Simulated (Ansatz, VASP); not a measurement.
# SnSO: VASP beside Ansatz

One calculation is typed for both programs; each brings its own data sets and cutoff. How far apart do they land? The cell is invented: As first built, before any earlier steps moved the atoms: it takes the SnSeS structure with some of its atoms replaced by other elements, volume scaled by an estimate. It may not be a known or stable phase. The cell comes out of the VASP series on this material, whose earlier steps may have relaxed, scaled or displaced it; both programs get it as it stands.

Calculated with Ansatz 0.2.0; plane waves, with VASP 6.6.1 beside it; band structure at PBEsol and single point at PBEsol.

### 1. The starting structure

It takes space group P3m1 (No. 156, trigonal). The conventional cell has a = 3.425 Å, b = 3.425 Å, c = 5.397 Å, α = 90.00°, β = 90.00°, γ = 120.00°. Nearest to Sn lie 3 O at 2.19 Å and 3 S at 2.50 Å. S has 3 Sn at 2.50 Å nearest. Nearest to O lie 3 Sn at 2.19 Å. As first built, before any earlier steps moved the atoms: sites of the SnSeS structure (space group 156) filled with other elements, volume scaled by an estimate. Farther neighbours and most contacts between anions are not listed.

### 2. Ansatz: band structure, PBEsol

Ansatz runs on its default PAW (the set named soft_2) files.

The same path points are solved in both programs, so levels can be compared one by one.

Contents of input.yaml:

```yaml
crystal:
  lattice:
    - [3.4252663716, 0.0, 0.0]
    - [-1.7126331858, 2.9663681962, 0.0]
    - [0.0, 0.0, 5.3969445207]
  atoms:
    - { symbol: Sn, position: [0.33333333, 0.66666667, 0.9638322528] }
    - { symbol: S, position: [0.66666667, 0.33333333, 0.2464994358] }
    - { symbol: O, position: [0.0, 0.0, 0.7896693114] }
hamiltonian:
  xc: pbesol
  pseudopotentials: { kind: paw }
kpoints:
  mp_grid: { grid: [7, 7, 4] }
  band_path:
    path:
      - [0.0, 0.0, 0.0]
      - [0.13333, 0.0, 0.0]
      - [0.3, 0.0, 0.0]
      - [0.46667, 0.0, 0.0]
      - [0.46667, 0.06667, 0.0]
      - [0.41111, 0.17778, 0.0]
      - [0.35556, 0.28889, 0.0]
      - [0.28889, 0.28889, 0.0]
      - [0.17778, 0.17778, 0.0]
      - [0.06667, 0.06667, 0.0]
      - [0.0, 0.0, 0.03333]
      - [0.0, 0.0, 0.2]
      - [0.0, 0.0, 0.36667]
      - [0.0, 0.0, 0.5]
      - [0.16667, 0.0, 0.5]
      - [0.3, 0.0, 0.5]
      - [0.46667, 0.0, 0.5]
      - [0.46667, 0.06667, 0.5]
      - [0.41111, 0.17778, 0.5]
      - [0.35556, 0.28889, 0.5]
      - [0.28889, 0.28889, 0.5]
      - [0.17778, 0.17778, 0.5]
      - [0.06667, 0.06667, 0.5]
      - [0.5, 0.0, 0.46667]
      - [0.5, 0.0, 0.3]
      - [0.5, 0.0, 0.13333]
      - [0.33333, 0.33333, 0.0]
      - [0.33333, 0.33333, 0.16667]
      - [0.33333, 0.33333, 0.33333]
      - [0.33333, 0.33333, 0.5]
    npoints: 1
scf:
  occupations: { method: gaussian, width: 0.05 }
  n_extra_bands: 7
output:
  forces: true
  stress: true
  eigenvalues: true
```

Command:

```sh
ansatz run input.yaml --threads 2 --pin off --max-ram 4608MiB --backend cpu --events-out ev --progress --plain --runs-dir out
```

Numbers of over 12 decimals in the logs are rounded to 6 here.

Output:

```text
scf.n_extra_bands = 7 over 13 filled bands (N_el = 26.0): the run solves 20 bands
Engine: ansatz 0.2.0, x86_64-unknown-linux-gnu
Pseudopotentials: kind: paw
Pseudopotential: Sn, paw, valence charge 14, recommended cutoff 420 eV (normal), Sn.paw.azcp
Pseudopotential: S, paw, valence charge 6, recommended cutoff 420 eV (normal), S.paw.azcp
Pseudopotential: O, paw, valence charge 6, recommended cutoff 420 eV (normal), O.paw.azcp
Functional definition: PBEsol
  exchange = pbesol_x
  correlation = pbesol_c
Crystal: 3 atoms, lattice volume = 54.836 Å³
Basis set: ecut = 420 eV, 1087 PW (Γ), exchange–correlation on 48×48×80 points (8 copies of the dense FFT grid, shifted against one another)
Bands: 20, of which v1, the nominal top of the filled ones, is band 13 counted from 1 (12 counted from 0)
Symmetry: 6 space group operations
Space group: P3m1 (ITA 156), of the structure as read, at distance tolerance 3.8e-5 Å
k-points: 28 of 196 (time reversal used)
Non-local potential: Sn, projectors of the file, l = 0: 2, l = 1: 2, l = 2: 2, l = 3: 2
Non-local potential: S, projectors of the file, l = 0: 2, l = 1: 2, l = 2: 2
Non-local potential: O, projectors of the file, l = 0: 2, l = 1: 2, l = 2: 1
PAW form: soft (Blöchl's): semilocal exchange-correlation on the pseudo side does not see the compensation charge
PAW frozen core: Sn, regenerated for the run's functional, and the local potential with it (the file was generated under x = pbe(κ = 0.804, μ = 0.219515), c = pbe(β = 0.066725))
PAW frozen core: S, regenerated for the run's functional, and the local potential with it (the file was generated under x = pbe(κ = 0.804, μ = 0.219515), c = pbe(β = 0.066725))
PAW frozen core: O, regenerated for the run's functional, and the local potential with it (the file was generated under x = pbe(κ = 0.804, μ = 0.219515), c = pbe(β = 0.066725))
PAW one-centre angular grid: Sn, 590 points (default); XC on 64 Gauss nodes
PAW one-centre angular grid: S, 110 points (default); XC on 64 Gauss nodes
PAW one-centre angular grid: O, 110 points (default); XC on 64 Gauss nodes
Initial density: superposition of atomic densities (neutral atoms: chi_scale 0, normalization atom), corrected by the library's trained network
Initial wavefunctions: pseudopotential atomic-orbital guess
Functional: x = pbesol(κ = 0.804, μ = 0.123457), c = pbesol(β = 0.046)
SCF iter   1: F=—  HF=-7395.428126 eV  |F-HF|=—  |Δ(HF+E_count)|=         —  Δρ=1.15e-2  dr2=7.29e-2  ethr=1.77e-3  ⟨swp⟩=5.9  Hψ=3089  notcnv=0  defer=15
preconditioner: auto → none  [insulator: Δε(μ)=0.348 eV  Ē_g=19.293 eV  σ=0.050 eV  W_gap=1.00  n_scr=10 (ndim 8)  ℏωp=25.6 eV  f_vac=0.069  D(μ)=0.00/eV (n_scr^D=0)  ε∞_Penn≈2.8]
SCF iter   2: F=—  HF=-7395.425009 eV  |F-HF|=—  |Δ(HF+E_count)|=   3.12e-3  Δρ=1.15e-2  dr2=7.35e-2  ethr=2.80e-4  ⟨swp⟩=2.5  Hψ=1163  notcnv=0  defer=58
SCF iter   3: F=—  HF=-7395.409629 eV  |F-HF|=—  |Δ(HF+E_count)|=   1.54e-2  Δρ=1.97e-3  dr2=1.91e-3  ethr=2.80e-4  ⟨swp⟩=2.0  Hψ=766  notcnv=0  defer=58
SCF iter   4: F=—  HF=-7395.409253 eV  |F-HF|=—  |Δ(HF+E_count)|=   3.76e-4  Δρ=7.08e-4  dr2=2.20e-4  ethr=7.34e-6  ⟨swp⟩=2.8  Hψ=1023  notcnv=0  defer=58
SCF iter   5: F=—  HF=-7395.409250 eV  |F-HF|=—  |Δ(HF+E_count)|=   2.43e-6  Δρ=2.09e-4  dr2=1.11e-5  ethr=8.46e-7  ⟨swp⟩=2.7  Hψ=815  notcnv=0  defer=58
SCF iter   6: F=—  HF=-7395.409266 eV  |F-HF|=—  |Δ(HF+E_count)|=   1.51e-5  Δρ=1.18e-4  dr2=9.41e-6  ethr=4.29e-8  ⟨swp⟩=2.0  Hψ=869  notcnv=0  defer=58
SCF iter   7: F=—  HF=-7395.409262 eV  |F-HF|=—  |Δ(HF+E_count)|=   3.72e-6  Δρ=4.15e-5  dr2=9.27e-7  ethr=3.62e-8  ⟨swp⟩=2.0  Hψ=828  notcnv=0  defer=58
SCF iter   8: F=-7395.409261 eV  HF=-7395.409261 eV  |F-HF|=4.29e-9  |Δ(HF+E_count)|=   3.97e-7  Δρ=4.98e-6  dr2=1.67e-8  ethr=3.85e-10  ⟨swp⟩=7.9  Hψ=3027  notcnv=0
SCF 1 converged in 8 iterations: F = -7395.409261 eV  dr2 = 1.67e-8
  greatest PAW one-centre occupation: 0.994 electrons in one spin orbital (limit 2), on the Sn atom at site 0 (counted from 0), in its partial waves of l = 2
NSCF: frozen V_eff on 30 k-points
SCF converged after 8 iterations
Free energy (F): -7395.409261 eV
Harris-Foulkes:  -7395.409261 eV  (|F-HF|=4.29e-9)
Internal energy: -7395.409261 eV  (E = F + TS)
E sigma→0 (E₀):  -7395.409261 eV
Entropy (-TS):   -0.000000 eV (-0.000 meV/atom)
Fermi energy:    7.353025 eV
--- Per-component energies (eV) ---
  E_band       = -124.093773
  E_kinetic    = 468.891266
  E_local      = -1848.836592  (includes V_loc(G=0)·N_el)
  E_nonlocal   = 48.953069
  E_hartree    = 944.563234
  E_xc         = -545.963160
  E_vxc        = -275.454725  (∫ρ·V_xc dr)
  E_paw        = -4808.892720  (= ΣΔE_a)
  E_vpaw       = -406.773812  (= ΣTr[D̂ρ^β])
  E_aug_tail   = 0.002364  (compensation charges beyond the density's cutoff)
  E_ewald      = -1654.508798
  E_core_change = 0.382077  (= ΣΔE_core)
  E_smearing   = -0.000000  (= −TS)
  E_closure    = -0.000000  (closes the sum)
  Σ components = -7395.409261   (vs F -7395.409261, Δ=0.00e0)
--- Forces (eV/Å), atoms counted from 1 ---
  atom   1  Sn    -0.00000000     0.00000000    -0.06760889
  atom   2  S      0.00000000     0.00000000     0.01620004
  atom   3  O      0.00000000    -0.00000000     0.05148437
  max |Σ_I F_I| component: 7.55e-5 eV/Å
--- Stress (GPa, compression-positive) ---
       -0.156249       0.000000       0.000000
        0.000000      -0.156249       0.000000
        0.000000       0.000000       0.121382
  P = ⅓ Tr σ = -0.0637 GPa (-0.637 kbar)
--- Band table (eV; the first three rows and the last of 28) ---
  k-point 0: bands = [... 9 lower, 4.3818, 6.0253, 7.1762, 7.1762, 7.4926, 11.8314, 14.0345, 14.0345, ... 3 higher]
  k-point 1: bands = [... 9 lower, 4.3821, 5.3766, 7.1907, 7.1907, 8.2323, 11.8327, 13.9685, 13.9685, ... 3 higher]
  k-point 2: bands = [... 9 lower, 4.3827, 4.8855, 7.2055, 7.2055, 8.8386, 11.8036, 13.9044, 13.9044, ... 3 higher]
  k-point 27: bands = [... 9 lower, 2.6934, 3.5850, 5.9088, 6.2896, 10.0537, 12.9329, 14.3949, 14.6348, ... 3 higher]
```

Wall time 2.6 s (2 threads of Intel Xeon Platinum 8259CL at 2.50GHz (Skylake/Cascade Lake), shared host); peak memory 0.41 GiB; 5 s of CPU time.

### 3. VASP: band structure, PBEsol

The same cell, functional, mesh and smearing now go to VASP, with its own data sets and cutoff.

Lines of VASP's logs that name or quote its potential files are left out, and so is its time.

Contents of INCAR:

```
SYSTEM = SnSO
PREC = Accurate
ENCUT = 520
EDIFF = 1E-06
NELM = 100
ISMEAR = 0
SIGMA = 0.05
LREAL = .FALSE.
ALGO = Normal
GGA = PS
NBANDS = 26
LORBIT = 11
LWAVE = .FALSE.
LCHARG = .FALSE.
```

Contents of POSCAR:

```
SnSO
1.0
    3.4252663716      0.0000000000      0.0000000000
   -1.7126331858      2.9663681962      0.0000000000
    0.0000000000      0.0000000000      5.3969445207
Sn S O
1 1 1
Direct
    0.3333333300      0.6666666700      0.9638322528
    0.6666666700      0.3333333300      0.2464994358
    0.0000000000      0.0000000000      0.7896693114
```

Contents of KPOINTS:

```
Automatic mesh
0
Gamma
7 7 4
0 0 0
```

Contents of KPOINTS_OPT:

```
Line mode
16
Line-mode
Reciprocal
  0.00000000   0.00000000   0.00000000 GAMMA
  0.50000000   0.00000000   0.00000000 M

  0.50000000   0.00000000   0.00000000 M
  0.33333333   0.33333333   0.00000000 K

  0.33333333   0.33333333   0.00000000 K
  0.00000000   0.00000000   0.00000000 GAMMA

  0.00000000   0.00000000   0.00000000 GAMMA
  0.00000000   0.00000000   0.50000000 A

  0.00000000   0.00000000   0.50000000 A
  0.50000000   0.00000000   0.50000000 L

  0.50000000   0.00000000   0.50000000 L
  0.33333333   0.33333333   0.50000000 H

  0.33333333   0.33333333   0.50000000 H
  0.00000000   0.00000000   0.50000000 A

  0.50000000   0.00000000   0.50000000 L
  0.50000000   0.00000000   0.00000000 M

  0.33333333   0.33333333   0.00000000 K
  0.33333333   0.33333333   0.50000000 H
```

The projector-augmented-wave data sets are Sn_d, S and O (PBE family, release 64).

Command:

```sh
mpirun -np 1 vasp_std
```

Output:

```text
[banner, memory and clock lines left out]
running    1 mpi-ranks, on    1 nodes
 distrk:  each k-point on    1 cores,    1 groups
 distr:  one band on    1 cores,    1 groups

 POSCAR found type information on POSCAR SnS O
 POSCAR found :  3 types and       3 ions
|                                                                             |
|               ----> ADVICE to this user running VASP <----                  |
|                                                                             |
|     You enforced a specific xc type in the INCAR file but a different       |
|     [... a line on the potential file left out ...]
|     I HOPE YOU KNOW WHAT YOU ARE DOING!                                     |
|                                                                             |

 LDA part: xc-table for (Slater+PW92), standard interpolation
 POSCAR, INCAR and KPOINTS ok, starting setup
 FFT: planning ... GRIDC
 FFT: planning ... GRID_SOFT
 FFT: planning ... GRID
 WAVECAR not read
 entering main loop
       N       E                     dE             d eps       ncg     rms          rms(c)
DAV:   1     0.225200093758E+03    0.22520E+03   -0.12178E+04  1600   0.135E+03
DAV:   2     0.111666390513E+02   -0.21403E+03   -0.19807E+03  1564   0.395E+02
DAV:   3    -0.171101102360E+02   -0.28277E+02   -0.27861E+02  1752   0.109E+02
DAV:   4    -0.179866275832E+02   -0.87652E+00   -0.87553E+00  1716   0.203E+01
DAV:   5    -0.180033965997E+02   -0.16769E-01   -0.16766E-01  1916   0.301E+00    0.102E+01
DAV:   6    -0.164634695486E+02    0.15399E+01   -0.71003E+00  2062   0.306E+01    0.572E+00
DAV:   7    -0.163062702181E+02    0.15720E+00   -0.11954E+00  1764   0.585E+00    0.375E+00
DAV:   8    -0.162832221700E+02    0.23048E-01   -0.19963E-01  1674   0.282E+00    0.978E-01
DAV:   9    -0.162816094852E+02    0.16127E-02   -0.21973E-02  1970   0.918E-01    0.394E-01
DAV:  10    -0.162818631403E+02   -0.25366E-03   -0.37397E-03  1628   0.390E-01    0.112E-01
DAV:  11    -0.162818618691E+02    0.12712E-05   -0.20151E-04  1764   0.916E-02    0.503E-02
DAV:  12    -0.162819122843E+02   -0.50415E-04   -0.64605E-05  1540   0.440E-02    0.139E-02
DAV:  13    -0.162819121197E+02    0.16459E-06   -0.30597E-06  1816   0.112E-02
   1 F= -.16281912E+02 E0= -.16281912E+02  d E =-.373052E-06
 Start KPOINTS_OPT (optional k-point list driver)
k-point batch [1-28\144]
       N       E                     dE             ncg
DAV:   1     0.174326904578E+04   -0.17167E+05     1588
DAV:   2    -0.424400825436E+04   -0.59873E+04     1528
DAV:   3    -0.504656579810E+04   -0.80256E+03     1784
DAV:   4    -0.507238183636E+04   -0.25816E+02     1740
DAV:   5    -0.507288302885E+04   -0.50119E+00     1926
DAV:   6    -0.507289951018E+04   -0.16481E-01     1776
DAV:   7    -0.507290050993E+04   -0.99975E-03     2236
DAV:   8    -0.507290051814E+04   -0.82096E-05     1526
DAV:   9    -0.507290051824E+04   -0.10595E-06     1268
[...]
k-point batch [141-144\144]
       N       E                     dE             ncg
DAV:   1     0.236802745948E+05   -0.40130E+04      216
DAV:   2     0.228437718450E+05   -0.83650E+03      232
DAV:   3     0.227394672484E+05   -0.10430E+03      244
DAV:   4     0.227363878256E+05   -0.30794E+01      240
DAV:   5     0.227363226066E+05   -0.65219E-01      280
DAV:   6     0.227363202006E+05   -0.24059E-02      264
DAV:   7     0.227363201050E+05   -0.95613E-04      296
DAV:   8     0.227363201047E+05   -0.30819E-06      200
```

Parts of OUTCAR (step 3):

```text
ion  position               nearest neighbor table
   1  0.333  0.667  0.964-   3 2.19   3 2.19   3 2.19   2 2.50   2 2.50   2 2.50
   2  0.667  0.333  0.246-   1 2.50   1 2.50   1 2.50
   3  0.000  0.000  0.790-   1 2.19   1 2.19   1 2.19

  LATTYP: Found a hexagonal cell.
 ALAT       =     3.4252663716
 C/A-ratio  =     1.5756276842

 Subroutine GETGRP returns: Found  6 space group operations
 (whereof  6 operations were pure point group operations)

The static configuration has the point symmetry C_3v.

 Found     28 irreducible k-points:

   k-points           NKPTS =     28   k-points in BZ     NKDIM =     28   number of bands    NBANDS=     26

   dimension x,y,z NGX =    28 NGY =   28 NGZ =   40
   dimension x,y,z NGXF=    56 NGYF=   56 NGZF=   80

   ENCUT  =  520.0 eV  38.22 Ry    6.18 a.u.   6.37  6.37 10.03*2*pi/ulx,y,z

   NELECT =      26.0000    total number of electrons

 k-points in reciprocal lattice and weights: Automatic mesh
   0.00000000  0.00000000  0.00000000       0.005
   0.14285714  0.00000000  0.00000000       0.031
   0.28571429 -0.00000000  0.00000000       0.031
   0.42857143  0.00000000  0.00000000       0.031
   0.14285714  0.14285714  0.00000000       0.031
   0.28571429  0.14285714  0.00000000       0.061
   0.42857143  0.14285714  0.00000000       0.031
   0.28571429  0.28571429  0.00000000       0.031
   0.00000000  0.00000000  0.25000000       0.010
[...]
0.42857143  0.14285714  0.50000000       0.031
   0.28571429  0.28571429  0.50000000       0.031

 average (electrostatic) potential at core
       1-101.5388       2 -85.5161       3 -69.9360

 E-fermi :   5.1186

 k-point     1 :       0.0000    0.0000    0.0000
  band No.  band energies     occupation
    ...
      9       2.1319      2.00000
     10       2.1319      2.00000
     11       3.7834      2.00000
     12       4.9513      2.00000
     13       4.9513      2.00000
     14       5.2479      0.00025
     15       9.6294      0.00000
     16      11.8221      0.00000
     17      11.8221      0.00000
     18      15.1739      0.00000
    ...

 k-point     2 :       0.1429    0.0000    0.0000
  band No.  band energies     occupation
    ...
      9       1.3370      2.00000
     10       1.9058      2.00000
     11       3.6917      2.00000
     12       3.9304      2.00000
     13       4.7850      2.00000
     14       6.1201      0.00000
     15      10.0095      0.00000
     16      11.6954      0.00000
     17      12.3072      0.00000
     18      14.4243      0.00000
    ...

 k-point     3 :       0.2857   -0.0000    0.0000
  band No.  band energies     occupation
    ...
      9       0.5660      2.00000
     10       1.4222      2.00000
     11       2.1741      2.00000
     12       3.8859      2.00000
     13       4.4981      2.00000
     14       7.2261      0.00000
     15       9.2088      0.00000
     16      11.8323      0.00000
     17      12.8934      0.00000
     18      13.0762      0.00000
    ...

  Total       -0.0001799     -0.0001799      0.0196196      0.0000000      0.0000000      0.0000000
  in kB       -0.0052549     -0.0052549      0.5732348      0.0000000      0.0000000      0.0000000
  external PRESSURE =       0.1875750 kB  Pullay stress =       0.0000000 kB

  energy-cutoff  :      520.00
  volume of cell :       54.84
      direct lattice vectors                 reciprocal lattice vectors
     3.425266372  0.000000000  0.000000000     0.291948097  0.168556284  0.000000000
    -1.712633186  2.966368196  0.000000000     0.000000000  0.337112568  0.000000000
     0.000000000  0.000000000  5.396944521     0.000000000  0.000000000  0.185290028

 POSITION                                       TOTAL-FORCE (eV/Angst)
 -----------------------------------------------------------------------------------
     -0.00000      1.97758      5.20175        -0.000000      0.000000     -0.001942
      1.71263      0.98879      1.33034        -0.000000      0.000000     -0.000899
      0.00000      0.00000      4.26180         0.000000     -0.000000      0.002841
 -----------------------------------------------------------------------------------
    total drift:                               -0.000004      0.000013     -0.000420

  FREE ENERGIE OF THE ION-ELECTRON SYSTEM (eV)
  ---------------------------------------------------
  free  energy   TOTEN  =       -16.2819121197 eV

  energy  without entropy=      -16.2819117467  energy(sigma->0) =      -16.28191193

 total charge
# of ion       s       p       d       tot
------------------------------------------
    1        0.977   1.029  10.216  12.222
    2        1.361   2.363   0.000   3.724
    3        1.574   3.349   0.000   4.923
--------------------------------------------------
tot          3.911   6.741  10.216  20.869

[... 3 further parts left out ...]
```

Spin-orbit coupling is off here; with elements this heavy it splits and shifts levels by tenths of an eV or more.

### 4. Comparison

Known differences besides the PAW data sets themselves: the cutoff is 420 eV in Ansatz and 520 eV in VASP; Ansatz makes its cores anew for this functional, VASP keeps those of its PBE data sets; VASP leaves aspherical gradient terms in its spheres out (LASPH is not set), Ansatz keeps them. Total energies have different zeros and are not compared.

Compared:

| quantity | Ansatz | VASP | difference |
| --- | --- | --- | --- |
| pressure (GPa) | -0.06 | 0.02 | -0.08 |
| gap over the path points (eV) | 0.287 | 0.267 | +0.020 |

Levels at points of the path, from each program's valence-band top (eV; 4 filled, then empty):

| k (reciprocal lattice) | Ansatz | VASP |
| --- | --- | --- |
| 0.000 0.000 0.000 | -2.82 -1.18 -0.03 -0.03 0.29 4.63 6.83 | -2.85 -1.20 -0.03 -0.03 0.27 4.65 6.84 |
| 0.133 0.000 0.000 | -3.02 -1.17 -1.04 -0.18 1.08 5.04 6.66 | -3.05 -1.17 -1.05 -0.18 1.05 5.06 6.66 |
| 0.300 0.000 0.000 | -3.58 -2.88 -1.10 -0.50 2.30 4.22 6.76 | -3.61 -2.89 -1.11 -0.51 2.28 4.22 6.78 |
| 0.467 0.000 0.000 | -3.94 -2.96 -1.35 -0.68 1.99 4.75 6.31 | -3.96 -2.97 -1.36 -0.68 1.98 4.75 6.30 |
| 0.467 0.067 0.000 | -4.04 -2.95 -1.36 -0.90 2.12 5.02 6.31 | -4.06 -2.95 -1.37 -0.91 2.10 5.02 6.30 |
| 0.411 0.178 0.000 | -4.33 -3.05 -1.68 -1.35 2.62 5.86 6.33 | -4.34 -3.06 -1.68 -1.36 2.60 5.84 6.32 |
| 0.356 0.289 0.000 | -4.21 -3.60 -1.94 -1.40 2.88 6.17 6.52 | -4.21 -3.60 -1.94 -1.42 2.86 6.15 6.52 |
| 0.289 0.289 0.000 | -4.23 -3.37 -1.99 -1.33 2.88 5.96 6.57 | -4.24 -3.38 -1.99 -1.34 2.86 5.95 6.56 |
| 0.178 0.178 0.000 | -4.07 -2.39 -1.46 -0.90 2.59 4.77 7.26 | -4.09 -2.40 -1.47 -0.91 2.56 4.77 7.27 |
| 0.067 0.067 0.000 | -3.00 -1.07 -0.89 -0.20 0.92 5.12 6.50 | -3.03 -1.08 -0.89 -0.20 0.90 5.13 6.51 |

At this near-relaxed geometry the largest component of a force difference is 66 meV/Å. Among the levels compared (up to four filled and three empty ones at each point), filled levels agree within 26 meV and empty ones within 34 meV. Ansatz's pressure holds a Pulay correction of 0.33 GPa; VASP's holds none.

### 5. Looking for the cause

The difference is large enough to ask for its cause, so further runs change the set-up of one program at a time, as the table lists.

| run | r.m.s. force difference (meV/Å) |
| --- | --- |
| as above | 28 |
| cores kept as stored, as VASP does, whose cores stay as stored | 29 |
| Ansatz's larger PAW set (cutoff 900 eV) | 27 |
| norm-conserving potentials (cutoff 1143 eV) | 31 |

(Part 1 of 2 ends here.)

[Lines on the potential files, build, host, timing and source positions are cut from VASP's logs without a mark.]

[Logs are printed without paths, hosts, clocks, repeated set-up lines and the standing remarks that a program may print on its own settings, such as how far it seeks lower states.]

[Hosts, paths, dates, database ids (printed as entryN), source tags and the programs' standing remarks are cut or masked in the printed files.]
